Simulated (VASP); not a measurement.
Runs of VASP 6.6.1 on Bi. The structure is trigonal, space group R-3m (No. 166). The conventional cell has a = 4.535 Å, b = 4.535 Å, c = 11.814 Å, α = 90.00°, β = 90.00°, γ = 120.00°. Bi (site symmetry 3m) has 6 Bi at 3.06 to 3.52 Å as nearest neighbours. 

```csv
task,level,potentials or basis,k mesh,cutoff (eV),mesh quality,pressure (GPa),largest force (eV/Å)
band structure,PBE,"VASP PAW PBE potentials, release 64 (Bi_d)",8 × 8 × 8,520,not flagged,(a),(c)
single point,PBE,"VASP PAW PBE potentials, release 64 (Bi_d)",3 × 3 × 3,520,coarse,1.9,0.02
band structure,LDA,"VASP PAW LDA potentials, release 64 (Bi_d)",8 × 8 × 8,520,not flagged,(b),0.05
band structure,PBE,"VASP PAW PBE potentials, release 64 (Bi_d_GW)",8 × 8 × 8,450,not flagged,1.8,0.18
```

Alike in all rows: no spin polarisation; cell as given; smearing gaussian 0.02 eV.

Task: Fill in the values left out.

Result: (a) 2.1; (b) -1.4; (c) 0.19.

Caveats: some runs use coarse meshes.

The runs don't all hold the same shells in valence.
